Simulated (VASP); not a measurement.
Consider the following.

```yaml
crystal:
  lattice:
    - [4.18262, 0.00000, 0.00000]
    - [0.00000, 4.18262, 0.00000]
    - [0.00000, 0.00000, 4.18262]
  atoms:
    - { symbol: Ba, position: [0.00000, 0.00000, 0.00000] }
    - { symbol: Hf, position: [0.50000, 0.50000, 0.50000] }
    - { symbol: O, position: [0.50000, 0.00000, 0.50000] }
    - { symbol: O, position: [0.00000, 0.50000, 0.50000] }
    - { symbol: O, position: [0.50000, 0.50000, 0.00000] }
```

Calculation: PBE GGA with D4 dispersion, VASP's PBE PAW potentials (set 64) (plane waves; VASP 6.6.1). Run with 520 eV cut-off, 6×6×6 Γ-centred mesh, tetrahedra with Blöchl corrections, potentials Ba_sv Hf_pv O.

Unless said otherwise, spin-orbit coupling is left out, though it shifts the bands of the heavy elements here.

### Question
Tabulate the total density of states (states/eV per cell) against energy (eV; zero at the valence-band maximum or, without a gap, the Fermi level).

### Answer

```tsv
E (eV)	DOS (states/eV)
-9.89	0.00
-9.65	0.00
-9.29	0.00
-9.06	0.00
-8.70	0.00
-8.46	0.00
-8.22	0.00
-7.87	0.00
-7.63	0.00
-7.27	0.00
-7.04	0.00
-6.80	0.00
-6.44	0.00
-6.21	0.00
-5.85	0.00
-5.61	0.00
-5.26	0.00
-5.02	0.00
-4.78	0.00
-4.42	0.00
-4.19	0.83
-3.83	2.35
-3.59	2.48
-3.36	3.53
-3.00	2.77
-2.76	3.20
-2.40	7.15
-2.17	8.53
-1.93	5.08
-1.57	4.48
-1.34	2.61
-0.98	6.14
-0.74	9.43
-0.50	5.75
-0.15	2.18
0.09	0.00
0.45	0.00
0.68	0.00
0.92	0.00
1.28	0.00
1.51	0.00
1.87	0.00
2.11	0.00
2.35	0.00
2.70	0.00
2.94	0.00
3.30	0.00
3.53	0.00
3.89	0.23
4.13	0.57
4.37	1.19
4.72	1.40
4.96	1.43
5.32	1.84
5.55	2.60
5.79	3.79
6.15	5.84
6.38	2.61
6.74	1.18
6.98	2.93
```
Within 2 eV below the valence-band maximum the largest weight inside VASP's projection spheres is O p.

The compound is BaHfO3 in the cubic perovskite structure. It was relaxed first.
